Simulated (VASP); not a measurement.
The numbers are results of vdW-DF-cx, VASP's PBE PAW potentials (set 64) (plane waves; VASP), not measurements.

VASP ran on this input.

**INCAR**
```
LREAL=F   ! projection in real space or not
ENCUT=520   ! plane-wave cut-off (eV)
IBRION=2
EDIFF=1E-6   ! SCF stop (eV)
NELM=100
LASPH=T
LUSE_VDW=T
NSW=60   ! most ionic steps
SYSTEM=Eu
SIGMA=0.1   ! width (eV)
PREC=Accurate
ISMEAR=1   ! Methfessel-Paxton
EDIFFG=-0.01   ! ionic stop
GGA=CX
LCHARG=F
ALGO=Normal   ! blocked Davidson
LMAXMIX=6
ISIF=3   ! ions, shape and volume
LWAVE=F
AGGAC=0.0
```

**KPOINTS**
```
Automatic mesh
0
Gamma
 11 11 11
```

**POSCAR**
```
Eu
1
   -2.1538625615     2.1538625615     2.1538625615
    2.1538625615    -2.1538625615     2.1538625615
    2.1538625615     2.1538625615    -2.1538625615
Eu
1
Direct
  0.0000000000   1.0000000000   1.0000000000
```

POTCAR, in this order: Eu_2 (PBE.64 set). Program: vasp_std.

The run wrote:

File OUTCAR:
```
 ion  position               nearest neighbor table
   1  0.000  0.000  0.000-
  LATTYP: Found a body centered cubic cell.
 ALAT       =     4.3077251230
 Subroutine PRICEL returns:
 Original cell was already a primitive cell.
 Subroutine GETGRP returns: Found 48 space group operations
The static configuration has the point symmetry O_h .
The dynamic configuration has the point symmetry O_h .
 Subroutine INISYM returns: Found 48 space group operations
 Subroutine IBZKPT returns following result:
 Found     56 irreducible k-points:

 Following reciprocal coordinates:
            Coordinates               Weight
  0.000000  0.000000  0.000000      1.000000
  0.090909  0.000000  0.000000     12.000000
  0.181818  0.000000  0.000000     12.000000
  0.272727  0.000000  0.000000     12.000000
  0.363636  0.000000  0.000000     12.000000
  0.454545  0.000000  0.000000     12.000000
  0.090909  0.090909  0.000000     24.000000
  0.181818  0.090909  0.000000     48.000000
  0.272727  0.090909  0.000000     48.000000
  0.363636  0.090909  0.000000     48.000000
...
```

### OSZICAR
```
       N       E                     dE             d eps       ncg     rms          rms(c)
DAV:   1     0.116885565816E+02    0.11689E+02   -0.38689E+03   904   0.834E+02
DAV:   2     0.664652086080E+00   -0.11024E+02   -0.10895E+02  1304   0.112E+02
DAV:   3     0.502057420831E+00   -0.16259E+00   -0.15185E+00  1208   0.956E+00
DAV:   4     0.500683467618E+00   -0.13740E-02   -0.13739E-02  1440   0.127E+00
DAV:   5     0.500678110135E+00   -0.53575E-05   -0.53574E-05  1240   0.541E-02    0.724E+00
DAV:   6     0.483592300295E+00   -0.17086E-01   -0.16759E-03  1472   0.414E-01    0.433E+00
DAV:   7     0.473283945167E+00   -0.10308E-01   -0.45970E-03  1456   0.646E-01    0.616E-02
DAV:   8     0.473204218459E+00   -0.79727E-04   -0.15578E-04  1504   0.979E-02    0.154E-02
DAV:   9     0.473191794473E+00   -0.12424E-04   -0.13369E-05  1240   0.262E-02    0.660E-03
DAV:  10     0.473191064289E+00   -0.73018E-06   -0.27937E-06  1288   0.122E-02
   1 F= 0.47319106E+00 E0= 0.47299895E+00  d E =0.473191E+00
       N       E                     dE             d eps       ncg     rms          rms(c)
DAV:   1     0.472385870953E+00   -0.80592E-03   -0.15156E-02  1000   0.129E+00    0.110E-01
DAV:   2     0.472865373100E+00    0.47950E-03   -0.49041E-04  1384   0.230E-01    0.587E-02
DAV:   3     0.473065502195E+00    0.20013E-03   -0.59780E-04  1384   0.239E-01    0.279E-02
DAV:   4     0.473064733358E+00   -0.76884E-06   -0.62222E-06  1144   0.218E-02
   2 F= 0.47306473E+00 E0= 0.47285975E+00  d E =-.126331E-03
       N       E                     dE             d eps       ncg     rms          rms(c)
DAV:   1     0.469729825317E+00   -0.33357E-02   -0.74671E-02   992   0.287E+00    0.246E-01
DAV:   2     0.472105024203E+00    0.23752E-02   -0.24347E-03  1368   0.508E-01    0.131E-01
DAV:   3     0.473091942938E+00    0.98692E-03   -0.29565E-03  1384   0.532E-01    0.621E-02
DAV:   4     0.473090824603E+00   -0.11183E-05   -0.31195E-05  1104   0.484E-02    0.214E-02
DAV:   5     0.473090042848E+00   -0.78175E-06   -0.59536E-06  1424   0.239E-02
   3 F= 0.47309004E+00 E0= 0.47286034E+00  d E =-.101021E-03
       N       E                     dE             d eps       ncg     rms          rms(c)
DAV:   1     0.472376569675E+00   -0.71425E-03   -0.14606E-02  1000   0.127E+00    0.108E-01
DAV:   2     0.472832533301E+00    0.45596E-03   -0.47149E-04  1376   0.227E-01    0.574E-02
DAV:   3     0.473023980552E+00    0.19145E-03   -0.57256E-04  1384   0.234E-01    0.273E-02
DAV:   4     0.473025300733E+00    0.13202E-05   -0.59567E-06  1168   0.214E-02    0.986E-03
DAV:   5     0.473026103733E+00    0.80300E-06   -0.11606E-06  1192   0.104E-02
   4 F= 0.47302610E+00 E0= 0.47280679E+00  d E =-.164961E-03
```

**OUTCAR**
```
------------------------ aborting loop because EDIFF is reached ----------------------------------------
  FORCE on cell =-STRESS in cart. coord.  units (eV):
  Direction    XX          YY          ZZ          XY          YZ          ZX
  --------------------------------------------------------------------------------------
  Total        0.0062199      0.0062199      0.0062199      0.0000000      0.0000000     -0.0000000
  in kB        0.2520753      0.2520753      0.2520753      0.0000000      0.0000000     -0.0000000
  external PRESSURE =       0.2520753 kB  Pullay stress =       0.0000000 kB
  volume of cell :       39.53
      direct lattice vectors                 reciprocal lattice vectors
    -2.146020808  2.146020808  2.146020808     0.000000000  0.232989353  0.232989353
     2.146020808 -2.146020808  2.146020808     0.232989353  0.000000000  0.232989353
     2.146020808  2.146020808 -2.146020808     0.232989353  0.232989353  0.000000000
 POSITION                                       TOTAL-FORCE (eV/Angst)
 -----------------------------------------------------------------------------------
      0.00000      0.00000      0.00000         0.000000     -0.000000     -0.000000
 -----------------------------------------------------------------------------------
    total drift:                                0.000000     -0.000000      0.000000
  FREE ENERGIE OF THE ION-ELECTRON SYSTEM (eV)
  ---------------------------------------------------
  free  energy   TOTEN  =         0.4730261037 eV

  energy  without entropy=        0.4723681550  energy(sigma->0) =        0.47280679

 reached required accuracy - stopping structural energy minimisation
```
(Selected blocks of OUTCAR.)

**CONTCAR**
```
Eu
   1.00000000000000
    -2.1460208082865284    2.1460208082865284    2.1460208082865284
     2.1460208082865284   -2.1460208082865284    2.1460208082865284
     2.1460208082865284    2.1460208082865284   -2.1460208082865284
  Eu
     1
Direct
     0.0000000000000000    0.0000000000000000    0.0000000000000000
```

The 4f electrons are frozen in the core of the lanthanide potential, so 4f levels, which can set the real gap, and their magnetism are missing.

The compound is Eu in the bcc structure. This run relaxes it. Symmetry was kept, so distortions that lower it aren't found. The start is the result of an earlier pass.
